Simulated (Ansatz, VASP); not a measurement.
# SnH: VASP beside Ansatz, part 2 of 2

Aim: how closely do two programs agree when they are given the same cell, functional and k mesh? The cell is generated by rule, not measured, and may not be a known phase. The two relaxations start from unlike cells of this crystal (the structure described is Ansatz's start), so only their ends are compared.

VASP 6.6.1 and Ansatz 0.2.0.

So far: The structure; Ansatz: relaxation of cell and atoms, LDA; VASP: relaxation of cell and atoms, LDA.

## Step 3: VASP: relaxation of cell and atoms, LDA (continued)

Level of this step: LDA; plane waves and PAW (Sn_d, H); invented cell (VASP).

Numbers of over 12 decimals in the logs are rounded to 6 here.

Parts of OUTCAR (step 3):

```text
ion  position               nearest neighbor table
   1  0.000  0.073  0.250-   5 2.02   6 2.02   2 3.15   2 3.15   3 3.71   4 3.71   3 3.71   4 3.71

  LATTYP: Found a simple orthorhombic cell.
 ALAT       =     3.2579333293
 B/A-ratio  =     1.8275761447
 C/A-ratio  =     2.1470565031

 Subroutine GETGRP returns: Found  8 space group operations
 (whereof  4 operations were pure point group operations)

The static configuration has the point symmetry C_2h.
 The point group associated with its full space group is D_2h.

 Found    112 irreducible k-points:

   k-points           NKPTS =    112   k-points in BZ     NKDIM =    112   number of bands    NBANDS=     38

   dimension x,y,z NGX =    24 NGY =   54 NGZ =   48
   dimension x,y,z NGXF=    48 NGYF=  108 NGZF=   96

   ENCUT  =  500.0 eV  36.75 Ry    6.06 a.u.   5.94 12.75 10.86*2*pi/ulx,y,z

   NELECT =      60.0000    total number of electrons

 k-points in reciprocal lattice and weights: Automatic mesh
   0.00000000  0.00000000  0.00000000       0.002
   0.08333333  0.00000000  0.00000000       0.005
   0.16666667  0.00000000  0.00000000       0.005
   0.25000000  0.00000000  0.00000000       0.005
   0.33333333  0.00000000  0.00000000       0.005
   0.41666667  0.00000000  0.00000000       0.005
   0.50000000  0.00000000  0.00000000       0.002
   0.00000000  0.16666667  0.00000000       0.005
   0.08333333  0.16666667  0.00000000       0.009
[...]
0.41666667  0.50000000  0.50000000       0.005
   0.50000000  0.50000000  0.50000000       0.002

 average (electrostatic) potential at core
       1-100.6330       2-100.6330       3-100.8921       4-100.8921       5 -30.8394
       6 -30.8394       7 -30.8394       8 -30.8394

 E-fermi :   6.1929

 k-point     1 :       0.0000    0.0000    0.0000
  band No.  band energies     occupation
    ...
     25       1.2669      2.00000
     26       1.4572      2.00000
     27       2.3669      2.00000
     28       3.0454      2.00000
     29       4.4542      2.00000
     30       8.1046     -0.00000
     31       8.2673     -0.00000
     32       9.3417     -0.00000
     33       9.5812     -0.00000
     34      11.0638      0.00000
    ...

 k-point     2 :       0.0833    0.0000    0.0000
  band No.  band energies     occupation
    ...
     25       1.3621      2.00000
     26       1.5563      2.00000
     27       2.4585      2.00000
     28       3.1213      2.00000
     29       4.4081      2.00000
     30       7.4348     -0.00000
     31       8.1743     -0.00000
     32       9.1010     -0.00000
     33       9.4326     -0.00000
     34      10.1676     -0.00000
    ...

 k-point     3 :       0.1667    0.0000    0.0000
  band No.  band energies     occupation
    ...
     25       1.6404      2.00000
     26       1.8510      2.00000
     27       2.7253      2.00000
     28       3.3317      2.00000
     29       4.0153      2.00000
     30       6.3494      0.02914
     31       7.8574     -0.00000
     32       8.0640     -0.00000
     33       8.5883     -0.00000
     34       8.9479     -0.00000
    ...

  Total        0.0241060      0.0349449      0.0263557      0.0000000     -0.0000000      0.0000000
  in kB        0.2842644      0.4120784      0.3107932      0.0000000     -0.0000000      0.0000000
  external PRESSURE =       0.3357120 kB  Pullay stress =       0.0000000 kB

  energy-cutoff  :      500.00
  volume of cell :      135.87
      direct lattice vectors                 reciprocal lattice vectors
    -3.254131708  0.000000000  0.000000000    -0.307301637  0.000000000  0.000000000
     0.000000000 -0.000000000 -7.034204441     0.000000000 -0.000000000 -0.142162487
     0.000000000 -5.935588494  0.000000000     0.000000000 -0.168475291  0.000000000

 POSITION                                       TOTAL-FORCE (eV/Angst)
 -----------------------------------------------------------------------------------
     -3.25413     -1.48390     -0.51892         0.000000      0.000000     -0.004446
     -0.00000     -4.45169     -6.51528        -0.000000      0.000000      0.004446
     -1.62707     -2.96779     -3.51710         0.000000      0.000000     -0.000000
     -1.62707     -5.93559     -3.51710         0.000000      0.000000      0.000000
     -0.00000     -2.71060     -2.12835         0.000000      0.000021      0.001173
     -0.00000     -0.25719     -2.12835         0.000000     -0.000021      0.001173
     -3.25413     -3.22498     -4.90585         0.000000     -0.000021     -0.001173
     -0.00000     -5.67840     -4.90585         0.000000      0.000021     -0.001173
 -----------------------------------------------------------------------------------
    total drift:                               -0.000000     -0.000266     -0.000513

  FREE ENERGIE OF THE ION-ELECTRON SYSTEM (eV)
  ---------------------------------------------------
  free  energy   TOTEN  =       -29.0914053239 eV

  energy  without entropy=      -29.0880159097  energy(sigma->0) =      -29.09027552

 reached required accuracy - stopping structural energy minimisation

 total charge
# of ion       s       p       d       tot
------------------------------------------
    1        1.281   0.967   9.981  12.229
    2        1.281   0.967   9.981  12.229
    3        1.289   0.972  10.009  12.271
    4        1.289   0.972  10.009  12.271
    5        0.476   0.013   0.000   0.488
    6        0.476   0.013   0.000   0.488
    7        0.476   0.013   0.000   0.488
    8        0.476   0.013   0.000   0.488
--------------------------------------------------
tot          7.043   3.929  39.981  50.953

[... 3 further parts left out ...]
```

CONTCAR:

```
SnH
   1.00000000000000
    -3.2541317076751621    0.0000000000000000    0.0000000000000000
     0.0000000000000000   -0.0000000000000000   -7.0342044414589564
     0.0000000000000000   -5.9355884935244649    0.0000000000000000
  Sn              H
     4     4
Direct
     1.0000000000000000    0.0737710169073389    0.2500000389999997
     0.0000000000000000    0.9262289830926612    0.7500001169999990
     0.5000000000000000    0.4999999186999986    0.5000000779999993
     0.5000000000000000    0.4999999186999986    1.0000000000000000
     0.0000000000000000    0.3025717139855318    0.4566699030458110
     0.0000000000000000    0.3025717139855318    0.0433301749541883
     1.0000000000000000    0.6974282860144682    0.5433302529541877
     0.0000000000000000    0.6974282860144682    0.9566698250458117
```

The run keeps the 8 symmetry operations of its start, so it cannot find a distortion of lower symmetry.

## Step 4: Differences

Known differences besides the potentials themselves: the two LDA forms differ slightly; the cutoff is 1006.82 eV in Ansatz and 500 eV in VASP; VASP's log shows a relativistic correction to its local exchange, Ansatz's none; Ansatz adds a Pulay correction to the stress that steers its cell, VASP none. Total energies have different zeros and are not compared.

The two programs side by side:

```
                                         quantity  Ansatz    VASP  difference
                                      volume (Å³)  136.58  135.87     +0.52 %
edge a after relaxation, in the typed setting (Å)   3.255   3.254     +0.03 %
edge b after relaxation, in the typed setting (Å)   7.063   7.034     +0.41 %
edge c after relaxation, in the typed setting (Å)   5.941   5.936     +0.08 %
```

## Step 5: Summary of results

```yaml
difference_in_volume_relaxation_of_cell_and_atoms_lda: 0.52 %
```

The difference in volume is 0.52 % (relaxation of cell and atoms, LDA), within the 1.2 % picked in this series as the mark of a large difference, as far as the stopping tolerances let one tell. How closely two codes agree says nothing of how well the functional describes the real material.

[Lines on the potential files, build, host, timing and source positions are cut from VASP's logs without a mark.]

[Logs are printed without paths, hosts, clocks, repeated set-up lines and the standing remarks that a program may print on its own settings, such as how far it seeks lower states.]

[Hosts, paths, dates, database ids (printed as entryN), source tags and the programs' standing remarks are cut or masked in the printed files.]
